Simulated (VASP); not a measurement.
Write the native input for VASP 6.6.1 that does the following.

- Task: relaxation of cell and atoms
- Functional: revPBE
- Potentials or basis: VASP PAW PBE potentials, release 64 (W_sv, Au)
- Cutoff: 600 eV
- k mesh: 8 × 8 × 8
- Occupations: fermi-dirac, width 0.05 eV
- Spin: no spin polarisation
- Further INCAR settings: ALGO = Normal; EDIFF = 1e-06; IBRION = 2; EDIFFG = -0.01; NSW = 40; ISIF = 3

The structure of WAu lies in POSCAR:

```
WAu
1.0
    0.0000000000      2.7479792600      2.7479792600
    2.7479792600      0.0000000000      2.7479792600
    2.7479792600      2.7479792600      0.0000000000
W Au
1 1
Direct
    0.0000000000      0.0000000000      0.0000000000
    0.7500000000      0.7500000000      0.7500000000
```

The cell was built by a generator and needn't be a form met in nature.

One way to write it, as run:

INCAR

```
SYSTEM = WAu
  ALGO = Normal
  EDIFF = 1E-6
  EDIFFG = -0.01
  ENCUT = 600
  GGA = RE
  IBRION = 2
  ISIF = 3
  ISMEAR = -1
  LASPH = .True.
  LCHARG = .False.
  LREAL = .False.
  LWAVE = .False.
  NELM = 100
  NSW = 40
  PREC = Accurate
  SIGMA = 0.05
```

KPOINTS

```
k-points
0
Gamma
  8 8 8
  0 0 0
```

Potentials or basis: VASP PAW PBE potentials, release 64 (W_sv, Au).

Command:

```bash
$ cat potpaw_PBE.64/W_sv/POTCAR potpaw_PBE.64/Au/POTCAR > POTCAR
$ mpirun -np 1 vasp_std > vasp.out
```

It gave:

```json
{
 "Relaxed volume": "24.96 Å³/atom",
 "Relaxed cell": "a = 4.133 Å, b = 4.133 Å, c = 4.133 Å, α = 60.00°, β = 60.00°, γ = 60.00°",
 "Space group after relaxing (to 0.05 Å)": "F-43m (No. 216)",
 "Energy gained by relaxing": "385.3 meV/atom",
 "Ionic steps": "5",
 "Pressure after relaxing": "0.0 GPa",
 "Band gap on the k mesh": "none (metal or under the smearing width)"
}
```

Caveat: the volume moved by over 15 % at a fixed basis, so the end points are rough; the PAW data sets were made with another functional, which shifts forces and pressure a little.

Wall time 100 s on 1 thread of Intel(R) Xeon(R) Platinum 8488C (Sapphire Rapids) (shared host), peak memory 0.2 GiB.
